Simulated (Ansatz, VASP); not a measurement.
## AlNi: VASP beside Ansatz

One calculation is typed for both programs; each brings its own data sets. How far apart do they land? The cell is taken from a series of runs on this material, whose earlier steps may have relaxed, scaled, displaced or heated it; both programs get it as it stands.

Program: Ansatz 0.2.0. Level of theory: plane waves, with VASP 6.6.1 beside it; zone-centre phonons at PBEsol. Results are calculated unless marked as measured.

## Step 1: Starting point

It takes space group R-3m (No. 166, trigonal). The conventional cell has a = 4.007 Å, b = 4.007 Å, c = 4.984 Å, α = 90.00°, β = 90.00°, γ = 120.00°. Al has 8 Ni at 2.46 to 2.49 Å nearest. Nearest to Ni lie 8 Al at 2.46 to 2.49 Å. Farther neighbours are not listed.

As a file:

```cif
data_structure
_symmetry_space_group_name_H-M 'P 1'
_symmetry_Int_Tables_number 1
_cell_length_a 2.8480
_cell_length_b 2.8480
_cell_length_c 2.8480
_cell_angle_alpha 89.405
_cell_angle_beta 89.405
_cell_angle_gamma 89.405
_cell_volume 23.10
loop_
_atom_site_label
_atom_site_type_symbol
_atom_site_fract_x
_atom_site_fract_y
_atom_site_fract_z
_atom_site_occupancy
Al1 Al 0.00000 0.00000 0.00000 1
Ni2 Ni 0.50000 0.50000 0.50000 1
```

## Step 2: VASP: zone-centre phonons, PBEsol

Second derivatives magnify differences that forces hide, and they need a tight electronic threshold.

Lines of VASP's logs that name or quote its potential files are left out, and so is its time.

Contents of INCAR:

```
SYSTEM = AlNi
PREC = Accurate
ENCUT = 600
EDIFF = 1E-08
NELM = 120
ISMEAR = 1
SIGMA = 0.2
LREAL = .FALSE.
ALGO = Normal
GGA = PS
NBANDS = 12
LASPH = .TRUE.
LORBIT = 11
LWAVE = .FALSE.
LCHARG = .FALSE.
ISIF = 2
IBRION = 8
GGA_COMPAT = .FALSE.
KPAR = 2
```

Contents of POSCAR:

```
AlNi
1.0
    2.8478827624      0.0147610755      0.0147610755
    0.0147610755      2.8478827624      0.0147610755
    0.0147610755      0.0147610755      2.8478827624
Al Ni
1 1
Direct
    0.0000000000      0.0000000000      0.0000000000
    0.5000000000      0.5000000000      0.5000000000
```

Contents of KPOINTS:

```
Automatic mesh
0
Gamma
16 16 16
0 0 0
```

The projector-augmented-wave data sets are Al and Ni (PBE family, release 64).

Run with:

```bash
> mpirun -np 2 vasp_std
```

Numbers of over 12 decimals in the logs are rounded to 6 here.

Log:

```text
[banner, memory and clock lines left out]
running    2 mpi-ranks, on    1 nodes
 distrk:  each k-point on    1 cores,    2 groups
 distr:  one band on    1 cores,    1 groups

 POSCAR found type information on POSCAR AlNi
 POSCAR found :  2 types and       2 ions
|                                                                             |
|               ----> ADVICE to this user running VASP <----                  |
|                                                                             |
|     You enforced a specific xc type in the INCAR file but a different       |
|     [... a line on the potential file left out ...]
|     I HOPE YOU KNOW WHAT YOU ARE DOING!                                     |
|                                                                             |

 LDA part: xc-table for (Slater+PW92), standard interpolation
 POSCAR, INCAR and KPOINTS ok, starting setup
 FFT: planning ... GRIDC
 FFT: planning ... GRID_SOFT
 FFT: planning ... GRID
 WAVECAR not read
 entering main loop
       N       E                     dE             d eps       ncg     rms          rms(c)
DAV:   1     0.438188298126E+02    0.43819E+02   -0.60640E+03 10104   0.128E+03
DAV:   2    -0.114311724160E+02   -0.55250E+02   -0.51012E+02 10260   0.208E+02
DAV:   3    -0.132106165148E+02   -0.17794E+01   -0.17582E+01 12036   0.434E+01
DAV:   4    -0.132362652195E+02   -0.25649E-01   -0.25636E-01 11168   0.469E+00
DAV:   5    -0.132370012379E+02   -0.73602E-03   -0.73600E-03 12128   0.879E-01    0.129E+01
DAV:   6    -0.151383379571E+02   -0.19013E+01   -0.53687E+01 11076   0.117E+02    0.159E+01
DAV:   7    -0.116096045494E+02    0.35287E+01   -0.15505E+01 11152   0.694E+01    0.110E+00
DAV:   8    -0.115958818787E+02    0.13723E-01   -0.34903E-01 12288   0.695E+00    0.101E+00
DAV:   9    -0.115810775816E+02    0.14804E-01   -0.46930E-02 12088   0.315E+00    0.211E-01
DAV:  10    -0.115805856950E+02    0.49189E-03   -0.19027E-03 12292   0.657E-01    0.785E-02
DAV:  11    -0.115805877025E+02   -0.20074E-05   -0.58404E-05 12128   0.662E-02    0.267E-02
DAV:  12    -0.115805862127E+02    0.14898E-05   -0.55633E-06 13760   0.393E-02    0.360E-03
DAV:  13    -0.115805858926E+02    0.32005E-06   -0.17530E-07 15092   0.386E-03    0.183E-03
DAV:  14    -0.115805858902E+02    0.24443E-08   -0.28559E-08  7860   0.166E-03
   1 F= -.11580586E+02 E0= -.11580960E+02  d E =0.112118E-02
 Linear response reoptimize wavefunctions to high precision
DAV:   1    -0.115805859097E+02   -0.19573E-07   -0.85872E-09 11368   0.150E-03
DAV:   2    -0.115805859098E+02   -0.12506E-10   -0.76723E-11  5772   0.873E-05
 Linear response DOF=           2
 Linear response progress:
  Degree of freedom:   1/  2
       N       E                     dE             d eps       ncg     rms          rms(c)
RMM:   1    -0.581260329721E-02   -0.58126E-02    0.25539E-03 59496   0.643E-01
RMM:   2    -0.552580150986E-02    0.28680E-03   -0.12951E-04 40174   0.229E-01    0.593E-02
RMM:   3    -0.551881080876E-02    0.69907E-05   -0.10291E-04 43009   0.812E-02    0.297E-02
RMM:   4    -0.559374516063E-02   -0.74934E-04   -0.42186E-05 42953   0.495E-02    0.598E-03
RMM:   5    -0.559977960175E-02   -0.60344E-05   -0.24269E-06 43871   0.117E-02    0.180E-03
RMM:   6    -0.560062658191E-02   -0.84698E-06   -0.11956E-07 43060   0.294E-03    0.873E-04
RMM:   7    -0.560059506067E-02    0.31521E-07   -0.11468E-08 40799   0.143E-03    0.642E-04
RMM:   8    -0.560048481326E-02    0.11025E-06   -0.36777E-09 45986   0.444E-04    0.246E-04
RMM:   9    -0.560074190435E-02   -0.25709E-06   -0.82401E-10 46181   0.133E-04    0.140E-05
RMM:  10    -0.560071243715E-02    0.29467E-07   -0.14946E-10 46498   0.468E-05    0.113E-05
RMM:  11    -0.560073249233E-02   -0.20055E-07   -0.11164E-10 46462   0.197E-05    0.365E-06
RMM:  12    -0.560073108698E-02    0.14054E-08   -0.28009E-11 46832   0.856E-06    0.663E-07
 first order change of Fermi-energy  -0.92237E-04
 force on displaced ion       1 direction 1 :  -6.634   0.301   0.301
 Linear response progress:
  Degree of freedom:   2/  2
       N       E                     dE             d eps       ncg     rms          rms(c)
RMM:   1    -0.186350710448E+00   -0.18635E+00   -0.98636E-02 38851   0.267E+00
RMM:   2    -0.184951984466E+00    0.13987E-02   -0.16927E-03 39302   0.503E-01    0.133E-01
RMM:   3    -0.184948484445E+00    0.35000E-05   -0.12617E-04 41888   0.973E-02    0.786E-02
RMM:   4    -0.185379966071E+00   -0.43148E-03   -0.19503E-04 45135   0.110E-01    0.554E-03
RMM:   5    -0.185358343431E+00    0.21623E-04   -0.35528E-06 46367   0.200E-02    0.355E-03
RMM:   6    -0.185351218927E+00    0.71245E-05   -0.21458E-07 42573   0.561E-03    0.253E-03
RMM:   7    -0.185339233041E+00    0.11986E-04   -0.85520E-08 43367   0.350E-03    0.481E-04
RMM:   8    -0.185333260449E+00    0.59726E-05   -0.10680E-08 47739   0.904E-04    0.672E-05
RMM:   9    -0.185332758497E+00    0.50195E-06   -0.12816E-09 48447   0.196E-04    0.194E-05
RMM:  10    -0.185332631678E+00    0.12682E-06   -0.80503E-10 48827   0.651E-05    0.123E-05
RMM:  11    -0.185332551914E+00    0.79765E-07   -0.60568E-10 48684   0.309E-05    0.158E-06
RMM:  12    -0.185332568746E+00   -0.16833E-07   -0.58108E-10 48654   0.182E-05    0.823E-07
RMM:  13    -0.185332571155E+00   -0.24086E-08   -0.56987E-10 42267   0.143E-05    0.280E-07
 first order change of Fermi-energy  -0.84646E-03
 force on displaced ion       2 direction 1 :  -6.649   0.296   0.296
 Linear response finished
```

From OUTCAR (step 2):

```text
ion  position               nearest neighbor table
   1  0.000  0.000  0.000-   2 2.46   2 2.46   2 2.46   2 2.46   2 2.46   2 2.46   2 2.49   2 2.49

  LATTYP: Found a trigonal (rhomboedric) cell.
 ALAT       =     2.8479592706
 COS(alpha) =     0.0103926574

 Subroutine GETGRP returns: Found 12 space group operations
 (whereof 12 operations were pure point group operations)

The static configuration has the point symmetry D_3d.

 Found    417 irreducible k-points:

   k-points           NKPTS =    417   k-points in BZ     NKDIM =    417   number of bands    NBANDS=     12

   dimension x,y,z NGX =    24 NGY =   24 NGZ =   24
   dimension x,y,z NGXF=    48 NGYF=   48 NGZF=   48

   ENCUT  =  600.0 eV  44.10 Ry    6.64 a.u.   5.69  5.69  5.69*2*pi/ulx,y,z

   NELECT =      13.0000    total number of electrons

 k-points in reciprocal lattice and weights: Automatic mesh
   0.00000000  0.00000000  0.00000000       0.000
   0.06250000  0.00000000  0.00000000       0.001
   0.12500000  0.00000000  0.00000000       0.001
   0.18750000 -0.00000000 -0.00000000       0.001
   0.25000000  0.00000000  0.00000000       0.001
   0.31250000 -0.00000000  0.00000000       0.001
   0.37500000 -0.00000000 -0.00000000       0.001
   0.43750000 -0.00000000  0.00000000       0.001
   0.50000000  0.00000000  0.00000000       0.001
[...]
-0.43750000  0.50000000  0.43750000       0.001
   0.50000000  0.50000000  0.50000000       0.000

 average (electrostatic) potential at core
       1 -69.2927       2 -80.9404

  Total        0.4041607      0.4041607      0.4041607     -0.1912772     -0.1912772     -0.1912772
  in kB       28.0371084     28.0371084     28.0371084    -13.2691260    -13.2691260    -13.2691260
  external PRESSURE =      28.0371084 kB  Pullay stress =       0.0000000 kB

  energy-cutoff  :      600.00
  volume of cell :       23.10
      direct lattice vectors                 reciprocal lattice vectors
     2.847882762  0.014761075  0.014761075     0.351156821 -0.001810722 -0.001810722
     0.014761075  2.847882762  0.014761075    -0.001810722  0.351156821 -0.001810722
     0.014761075  0.014761075  2.847882762    -0.001810722 -0.001810722  0.351156821

 POSITION                                       TOTAL-FORCE (eV/Angst)
 -----------------------------------------------------------------------------------
      0.00000      0.00000      0.00000        -0.000000     -0.000000      0.000000
      1.43870      1.43870      1.43870         0.000000      0.000000      0.000000
 -----------------------------------------------------------------------------------
    total drift:                                0.000000      0.000000     -0.000000

 Eigenvectors and eigenvalues of the dynamical matrix
 ----------------------------------------------------

   1 f  =    9.577487 THz    60.177124 2PiTHz  319.470567 cm-1    39.609284 meV
             X         Y         Z           dx          dy          dz
      0.000000  0.000000  0.000000     0.654240   -0.473247   -0.180994
      1.438702  1.438702  1.438702    -0.443912    0.321105    0.122807

   2 f  =    9.577487 THz    60.177124 2PiTHz  319.470567 cm-1    39.609284 meV
             X         Y         Z           dx          dy          dz
      0.000000  0.000000  0.000000     0.168733    0.482223   -0.650955
      1.438702  1.438702  1.438702    -0.114488   -0.327195    0.441683

   3 f  =    8.936857 THz    56.151930 2PiTHz  298.101468 cm-1    36.959855 meV
             X         Y         Z           dx          dy          dz
      0.000000  0.000000  0.000000     0.477555    0.477555    0.477555
      1.438702  1.438702  1.438702    -0.324461   -0.324461   -0.324461

   4 f/i=    0.003203 THz     0.020125 2PiTHz    0.106840 cm-1     0.013246 meV
             X         Y         Z           dx          dy          dz
      0.000000  0.000000  0.000000    -0.330939    0.440212   -0.109273
      1.438702  1.438702  1.438702    -0.487740    0.648788   -0.161048

   5 f/i=    0.003203 THz     0.020125 2PiTHz    0.106840 cm-1     0.013246 meV
             X         Y         Z           dx          dy          dz
      0.000000  0.000000  0.000000     0.317246    0.127979   -0.445224
      1.438702  1.438702  1.438702     0.467559    0.188616   -0.656174

   6 f/i=    0.008536 THz     0.053634 2PiTHz    0.284734 cm-1     0.035302 meV
             X         Y         Z           dx          dy          dz
      0.000000  0.000000  0.000000     0.324461    0.324461    0.324461
      1.438702  1.438702  1.438702     0.477555    0.477555    0.477555

 ELASTIC MODULI CONTR FROM IONIC RELAXATION (kBar)
 Direction    XX          YY          ZZ          XY          YZ          ZX
 --------------------------------------------------------------------------------
 XX           0.0000      0.0000      0.0000      0.0000      0.0000      0.0000
 YY           0.0000      0.0000      0.0000      0.0000      0.0000      0.0000
 ZZ           0.0000      0.0000      0.0000      0.0000      0.0000      0.0000
 XY           0.0000      0.0000      0.0000      0.0000      0.0000      0.0000
 YZ           0.0000      0.0000      0.0000      0.0000      0.0000      0.0000
 ZX           0.0000      0.0000      0.0000      0.0000      0.0000      0.0000
 --------------------------------------------------------------------------------
```

This run has no spin polarisation, so a moment on Ni, if there is one, isn't seen. Its electron count is odd, so without a moment it is a metal by construction. The PAW data sets were made with PBE, which is usual practice but a small mismatch for other functionals.

(Continued in part 2 of 2.)

[Lines on the potential files, build, host, timing and source positions are cut from VASP's logs without a mark.]

[Logs are printed without paths, hosts, clocks, repeated set-up lines and the standing remarks that a program may print on its own settings, such as how far it seeks lower states.]

[Hosts, paths, dates, database ids (printed as entryN), source tags and the programs' standing remarks are cut or masked in the printed files.]
